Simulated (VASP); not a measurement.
```xyz
5
Lattice="3.9698 0.0000 0.0000 0.0000 3.9698 0.0000 0.0000 0.0000 3.9698" Properties=species:S:1:pos:R:3 pbc="T T T"
Sr     1.9849     1.9849     1.9849
Hf     0.0000     0.0000     0.0000
O      0.0000     1.9849     0.0000
O      1.9849     0.0000     0.0000
O      0.0000     0.0000     1.9849
```

Computed with PBEsol GGA, VASP's PBE PAW potentials (set 64) (plane waves; VASP 6.6.1). Settings: 600 eV cut-off, 6×6×6 Γ-centred mesh, Gaussian smearing of 0.050 eV, potentials Sr_sv Hf_pv O.

Unless said otherwise, spin-orbit coupling is left out, though it shifts the bands of the heavy elements here.

**Question.** What does the run give for the energy per atom (σ→0), pressure, band gap (on the k-mesh) with the smallest direct gap where there is one?

**Answer.** 
```yaml
band gap (on the k-mesh): 3.83 eV
smallest direct gap (on the k-mesh): 3.94 eV
energy per atom (σ→0): -863.9 kJ/mol-atom
pressure: 20.07 GPa
```

Only differences to runs with the same potentials and settings are physical.

The structure comes from a computed database's SrHfO3 entry (Pm-3m); how it stands against other phases isn't given here. It was relaxed first under an external pressure of 20 GPa.
